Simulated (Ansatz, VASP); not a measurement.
# BiP: VASP beside Ansatz, part 2 of 2

Aim: how closely do two programs agree when they are given the same cell, functional and k mesh? The cell is generated by rule, not measured, and may not be a known phase. The cell is taken from a series of runs on this material, whose earlier steps may have relaxed, scaled, displaced or heated it; both programs get it as it stands.

VASP 6.6.1 and Ansatz 0.2.0.

So far: Set-up; VASP: zone-centre phonons, PBEsol.

The structure was built from a prototype and need not be the compound's stable phase.

### Step 3. Ansatz: zone-centre phonons, PBEsol

Level of this step: Ansatz beside VASP: Kohn-Sham DFT, plane waves, PBEsol (Ansatz).

Ansatz runs on norm-conserving files, of PseudoDojo where its log says so.

The same cell, functional, mesh and smearing now go to Ansatz, which takes its cutoff from its data sets.

Input file input.yaml:

```yaml
crystal:
  lattice:
    - [3.961251637, -2.7973e-06, 0.0]
    - [-1.980623396, 3.4305459471, 0.0]
    - [0.0, 0.0, 7.1913603434]
  atoms:
    - { symbol: Bi, position: [0.0, 0.0, 0.0] }
    - { symbol: Bi, position: [0.0, 0.0, 0.5] }
    - { symbol: P, position: [0.3333333333, 0.6666666667, 0.25] }
    - { symbol: P, position: [0.6666666667, 0.3333333333, 0.75] }
kpoints:
  mp_grid: { grid: [12, 12, 6] }
hamiltonian:
  xc: pbesol
  pseudopotentials: { kind: nc }
scf:
  occupations: { method: methfessel_paxton, width: 0.15 }
output:
  eigenvalues: true
phonons:
  method: dfpt
```

The run is started by

```console
ansatz run input.yaml --threads 4 --pin off --max-ram 7168MiB --backend cpu --events-out ev --progress --plain --runs-dir out
```

Numbers of over 12 decimals in the logs are rounded to 6 here.

Output:

```text
Engine: ansatz 0.2.0, aarch64-unknown-linux-gnu
Pseudopotentials: kind: nc
Pseudopotential: Bi, nc, valence charge 15, recommended cutoff 897.975746 eV (normal), Bi.nc.azcp (PseudoDojo's, or run here from an input of PseudoDojo's: the run reads no file of this project's for it)
Pseudopotential: P, nc, valence charge 5, recommended cutoff 598.650497 eV (normal), P.nc.azcp (PseudoDojo's, or run here from an input of PseudoDojo's: the run reads no file of this project's for it)
Functional definition: PBEsol
  exchange = pbesol_x
  correlation = pbesol_c
Crystal: 4 atoms, lattice volume = 97.725 Å³
Basis set: ecut = 897.975746 eV, 5975 PW (Γ), exchange–correlation on 80×80×144 points (8 copies of the dense FFT grid, shifted against one another)
Bands: 24, of which v1, the nominal top of the filled ones, is band 20 counted from 1 (19 counted from 0)
Symmetry: 24 space group operations
k-points: 242 of 864 (irreducible under 2 space group operations, time reversal used)
Non-local potential: Bi, projectors of the file, l = 0: 2, l = 1: 2, l = 2: 2, l = 3: 2
Non-local potential: P, projectors of the file, l = 0: 2, l = 1: 2, l = 2: 2
Initial density: superposition of atomic densities (chi_scale 0.1, normalization cell, long waves kept (reshape's long-wave potential 0.00 eV rms))
Initial wavefunctions: pseudopotential atomic-orbital guess
Functional: x = pbesol(κ = 0.804, μ = 0.123457), c = pbesol(β = 0.046)
SCF iter   1: F=—  HF=-4821.695786 eV  |F-HF|=—  |Δ(HF+E_count)|=         —  Δρ=2.92e-2  dr2=1.73e0  ethr=3.10e-3  ⟨swp⟩=6.1  Hψ=26566  notcnv=0
preconditioner: auto → Kerker (q_TF=auto, 2.351 Å⁻¹)  [metal: Δε(μ)=0.026 eV  Ē_g=16.184 eV  σ=0.150 eV  W_gap=0.14  n_scr=22 (ndim 8)  ℏωp=23.8 eV  f_vac=0.000  D(μ)=1.15/eV (n_scr^D=2)]
SCF iter   2: F=—  HF=-4821.343286 eV  |F-HF|=—  |Δ(HF+E_count)|=   3.53e-1  S|Δr|=    0.00e0  Δρ=1.50e-2  dr2=4.03e-1  ethr=3.10e-3  ⟨swp⟩=2.0  Hψ=8564  notcnv=0
SCF iter   3: F=—  HF=-4821.249484 eV  |F-HF|=—  |Δ(HF+E_count)|=   9.38e-2  S|Δr|=    0.00e0  Δρ=2.94e-3  dr2=6.77e-3  ethr=1.01e-3  ⟨swp⟩=2.0  Hψ=8263  notcnv=0
SCF iter   4: F=—  HF=-4821.250445 eV  |F-HF|=—  |Δ(HF+E_count)|=   9.61e-4  S|Δr|=    0.00e0  Δρ=5.20e-4  dr2=3.19e-4  ethr=1.69e-5  ⟨swp⟩=3.0  Hψ=11474  notcnv=0
SCF iter   5: F=—  HF=-4821.250485 eV  |F-HF|=—  |Δ(HF+E_count)|=   4.05e-5  S|Δr|=    0.00e0  Δρ=1.86e-4  dr2=2.64e-5  ethr=7.98e-7  ⟨swp⟩=3.0  Hψ=10699  notcnv=0
SCF iter   6: F=—  HF=-4821.250489 eV  |F-HF|=—  |Δ(HF+E_count)|=   3.68e-6  S|Δr|=    0.00e0  Δρ=4.40e-5  dr2=3.17e-6  ethr=6.61e-8  ⟨swp⟩=2.1  Hψ=10670  notcnv=0
SCF iter   7: F=—  HF=-4821.250596 eV  |F-HF|=—  |Δ(HF+E_count)|=   1.07e-4  S|Δr|=    0.00e0  Δρ=7.76e-6  dr2=8.02e-8  ethr=7.92e-9  ⟨swp⟩=2.0  Hψ=8256  notcnv=0
SCF iter   8: F=—  HF=-4821.250596 eV  |F-HF|=—  |Δ(HF+E_count)|=   1.74e-8  S|Δr|=    0.00e0  Δρ=2.90e-6  dr2=7.27e-9  ethr=2.00e-10  ⟨swp⟩=2.2  Hψ=10506  notcnv=0
SCF iter   9: F=—  HF=-4821.250596 eV  |F-HF|=—  |Δ(HF+E_count)|=  1.64e-11  S|Δr|=    0.00e0  Δρ=1.05e-6  dr2=6.64e-10  ethr=1.82e-11  ⟨swp⟩=2.0  Hψ=10566  notcnv=0
SCF iter  10: F=—  HF=-4821.250596 eV  |F-HF|=—  |Δ(HF+E_count)|=  1.94e-10  S|Δr|=    0.00e0  Δρ=1.41e-7  dr2=1.57e-11  ethr=1.66e-12  ⟨swp⟩=2.7  Hψ=10413  notcnv=0
SCF iter  11: F=-4821.250596 eV  HF=-4821.250596 eV  |F-HF|=9.09e-13  |Δ(HF+E_count)|=  9.09e-13  S|Δr|=    0.00e0  Δρ=2.18e-8  dr2=3.28e-13  ethr=1.00e-12  ⟨swp⟩=7.1  Hψ=29990  notcnv=0
SCF 1 converged in 11 iterations: F = -4821.250596 eV  dr2 = 3.28e-13
DFPT response loops at Γ: preconditioner auto → Kerker (q_TF=auto, 2.351 Å⁻¹) (partly filled bands, converged f_vac=0.000); β = 1.00, the filter's whole step (`scf.mixing.beta` (0.50) is not read by the response loops under this deck's `scf.mixing.preconditioner`; to damp them name `kerker` or `kerker_dos`, under which they read `scf.mixing.beta`, and type it under 1.00, their step now; both keys bind the ground state too); Broyden in place of MSR1
SCF converged after 11 iterations
Stability not checked: this state was not tested for a lower state beside it, because cold or Methfessel-Paxton smearing, or corrected tetrahedra, fill the levels in a way that the test cannot read (fill_not_monotonic; see scf.lower_state_search)
Free energy (F): -4821.250596 eV
Harris-Foulkes:  -4821.250596 eV  (|F-HF|=9.09e-13)
Internal energy: -4821.247915 eV  (E = F + TS)
E sigma→0 (E₀):  -4821.249925 eV
Entropy (-TS):   -0.002681 eV (-0.670 meV/atom)
Fermi energy:    10.321859 eV
--- Per-component energies (eV) ---
  E_band       = -163.566494
  E_kinetic    = 2265.717726
  E_local      = -2773.889064  (includes V_loc(G=0)·N_el)
  E_nonlocal   = -779.709739
  E_hartree    = 962.180247
  E_xc         = -1265.945757
  E_vxc        = -800.045922  (∫ρ·V_xc dr)
  E_ewald      = -3229.601330
  E_smearing   = -0.002681  (= −TS)
  E_closure    = -0.000000  (closes the sum)
  Σ components = -4821.250596   (vs F -4821.250596, Δ=0.00e0)
--- Band table (eV; the first three rows and the last of 242) ---
  k-point 0: bands = [... 16 lower, 8.7519, 9.8352, 9.8352, 10.5196, 11.3812, 12.2267, 12.2267, 12.8412]
  k-point 1: bands = [... 16 lower, 8.8136, 9.7497, 9.7497, 10.2273, 11.6973, 12.2418, 12.2418, 12.7748]
  k-point 2: bands = [... 16 lower, 8.9888, 9.5266, 9.5266, 9.7229, 12.2704, 12.3069, 12.3069, 12.6151]
  k-point 241: bands = [... 16 lower, 6.9246, 6.9246, 9.2341, 9.2341, 10.4982, 10.4982, 13.7288, 13.7288]
--- Phonons (Γ-DFPT): 4 representative perturbations + reference, on 242 of 864 k-points (Σ response iterations 14) ---
  k mesh reduced under 2 symmetry operations, with k and −k counted as one. Each operation leaves every solved perturbation unchanged. A smaller set is not used because it would not reduce the number of displacements times k-points to solve
  ASR residual: 6.109e-5 → 0.000e0 eV/Å²; symmetrization residual: 5.512e-5 eV/Å²
  ASR residual per site (eV/Å²): 6.11e-5 6.11e-5 3.13e-5 3.13e-5
  Γ frequencies (cm⁻¹): -141.09 0.00 0.00 0.00 41.20 41.20 133.36 139.21 139.21 207.37 207.37 248.74
  non-analytic LO–TO correction: not included (Born effective charges unavailable; polar crystals: no LO–TO splitting at Γ)
```

### Step 4. Comparison

Known differences besides the potentials themselves: the cutoff is 897.976 eV in Ansatz and 500 eV in VASP. Total energies have different zeros and are not compared.

Both answers:

```csv
quantity,Ansatz,VASP,difference
"optical mode 1 (imaginary, printed as negative) (cm⁻¹)",-141.1,-143.2,+2.1
optical mode 2 to 3 (cm⁻¹),41.2,40.7,+0.5
optical mode 4 (cm⁻¹),133.4,133.9,-0.41 %
optical mode 5 to 6 (cm⁻¹),139.2,139.5,-0.18 %
optical mode 7 to 8 (cm⁻¹),207.4,207.7,-0.17 %
optical mode 9 (cm⁻¹),248.7,250.0,-0.51 %
```

Modes are paired by rising frequency, not by their patterns, so a pair may set unlike modes beside each other; they are those without the splitting of longitudinal modes.

### Step 5. What came out

* r.m.s. difference of the optical zone-centre modes, each program's sorted by frequency (zone-centre phonons, PBEsol): 0.90 cm⁻¹
* difference in optical mode 9 (zone-centre phonons, PBEsol): -0.5 %

**Reading.** The r.m.s. difference of the optical zone-centre modes, each program's sorted by frequency is 0.90 cm⁻¹ (zone-centre phonons, PBEsol). Among the rows given in per cent, the largest difference of the zone-centre phonons, PBEsol pair is in optical mode 9, -0.5 %. Such differences can come from data sets, numerical settings and the points named under the comparisons, not from the functional's error against experiment.

[Lines on the potential files, build, host, timing and source positions are cut from VASP's logs without a mark.]

[Logs are printed without paths, hosts, clocks, repeated set-up lines and the standing remarks that a program may print on its own settings, such as how far it seeks lower states.]

[Hosts, paths, dates, database ids (printed as entryN), source tags and the programs' standing remarks are cut or masked in the printed files.]
